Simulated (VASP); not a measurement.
The system is ZnO.

```
Zn O
1.0
     3.28624    0.00000    0.00000
    -1.64312    2.84597    0.00000
     0.00000    0.00000    5.30169
Zn O
2 2
Direct
  0.66667 0.33333 0.50058
  0.33333 0.66667 0.00058
  0.66667 0.33333 0.87973
  0.33333 0.66667 0.37973
```

The cell is a database's computed one.

Base run:

- Program: VASP 6.6.1
- Functional: PBE
- Potentials or basis: VASP PAW PBE potentials, release 64 (Zn, O)
- Cutoff: 450 eV
- k mesh: 12 × 12 × 8
- Occupations: gaussian, width 0.02 eV
- Spin: no spin polarisation

Its results: band gap on the k mesh 0.72 eV, direct.

Task: The run is repeated on the same cell with these changes: functional from PBE to r2SCAN. What comes out?

Result: Band gap on the k mesh 1.16 eV, direct.

r2SCAN gives the wider gap, since meta-GGAs in the generalised Kohn-Sham scheme recover part of the derivative discontinuity.
